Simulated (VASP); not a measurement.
HfSi2B4:

```
CELL_PARAMETERS angstrom
4.00000 0.00000 0.00000
0.00000 4.00000 0.00000
0.00000 0.00000 5.20000
ATOMIC_POSITIONS crystal
Hf 0.00000 0.00000 0.00000
Si 0.50000 0.50000 0.21000
Si 0.50000 0.50000 0.79000
B 0.20400 0.50000 0.50000
B 0.79600 0.50000 0.50000
B 0.50000 0.20400 0.50000
B 0.50000 0.79600 0.50000
```

The cell was built by a generator and needn't be a form met in nature.

```yaml
Program: VASP 6.6.1
Task: relaxation of cell and atoms
Functional: PBE
Potentials_or_basis: VASP PAW PBE potentials, release 64 (Hf_pv, Si, B)
Cutoff: 520 eV
k_mesh: 4 × 4 × 4
Occupations: gaussian, width 0.15 eV
Spin: no spin polarisation
```

At the start: pressure 19.8 GPa; volume 11.89 Å³/atom.

Task: Where does the relaxation end?

Result: Over 21 steps the energy falls by 149.3 meV/atom and the volume is 13.46 Å³/atom (+13.3 %); space group P4/mmm (No. 123, to 0.05 Å).

Step by step:
```tsv
step	energy change (eV)	largest force (eV/Å)	pressure (GPa)	volume (Å³)
1	0.0000	3.8240	19.76	83.20
2	3.8984	14.3876	0.95	102.04
3	-0.7912	1.5492	6.33	88.31
4	-0.8041	1.1025	7.16	87.80
5	-0.8051	0.9582	7.43	87.63
6	-0.9428	0.6671	-3.33	95.66
7	-0.9751	0.3175	-0.33	93.03
8	-0.9907	0.3147	-0.28	93.36
9	-0.9907	0.3271	-0.29	93.37
10	-1.0078	0.2235	0.28	93.38
11	-1.0111	0.7933	1.69	93.34
12	-1.0243	0.4093	0.89	93.38
13	-1.0247	0.5741	1.42	93.36
14	-1.0271	0.4884	1.18	93.37
15	-1.0325	0.4685	1.05	93.49
16	-1.0342	0.4393	0.98	93.63
17	-1.0389	0.3557	0.87	93.74
18	-1.0430	0.1789	0.26	94.01
19	-1.0430	0.1724	0.24	93.98
20	-1.0440	0.1199	0.21	94.06
21	-1.0449	0.0114	-0.13	94.25
```

Final structure:
```
Hf Si B
1.0
     4.04869    0.00000    0.00000
     0.00000    4.04869    0.00000
     0.00000    0.00000    5.74992
Hf Si B
1 2 4
Direct
  0.00000 0.00000 0.00000
  0.50000 0.50000 0.20621
  0.50000 0.50000 0.79379
  0.19545 0.50000 0.50000
  0.80455 0.50000 0.50000
  0.50000 0.19545 0.50000
  0.50000 0.80455 0.50000
```

Caveat: the k mesh is coarse (spacing up to 0.39 Å⁻¹), so the values aren't converged; the relaxation stopped at a loose force limit of 0.08 eV/Å, so its end isn't a converged minimum.
